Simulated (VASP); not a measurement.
The system is SiC.

```
Si C
1.0
     3.09319    0.00000    0.00000
    -1.54660    2.67878    0.00000
     0.00000    0.00000   10.12658
Si C
4 4
Direct
  0.66667 0.33333 0.93785
  0.33333 0.66667 0.43785
  0.00000 0.00000 0.68790
  0.00000 0.00000 0.18790
  0.66667 0.33333 0.74981
  0.33333 0.66667 0.24981
  0.00000 0.00000 0.50045
  0.00000 0.00000 0.00045
```

The cell is a database's computed one.

Base run:

```yaml
Program: VASP 6.6.1
Functional: PBE
Potentials_or_basis: VASP PAW PBE potentials, release 64 (Si, C)
Cutoff: 520 eV
k_mesh: 6 × 6 × 2
Occupations: gaussian, width 0.03 eV
Spin: no spin polarisation
```

Its results: band gap on the k mesh 2.22 eV, indirect (least direct gap 3.34 eV); pressure 0.2 GPa; largest force 0.007 eV/Å.

Question: The run is repeated on the same cell with these changes: functional from PBE to HSE06; further incar settings from ALGO = Fast; EDIFF = 1e-06; NBANDS = 26 to ALGO = Normal; EDIFF = 1e-06; NBANDS = 26. What comes out?

Answer: Band gap on the k mesh 3.16 eV, indirect (least direct gap 4.39 eV); pressure -4.9 GPa; largest force 0.014 eV/Å.

Caveats: the PAW data sets were made with another functional, which shifts forces and pressure a little (some runs).
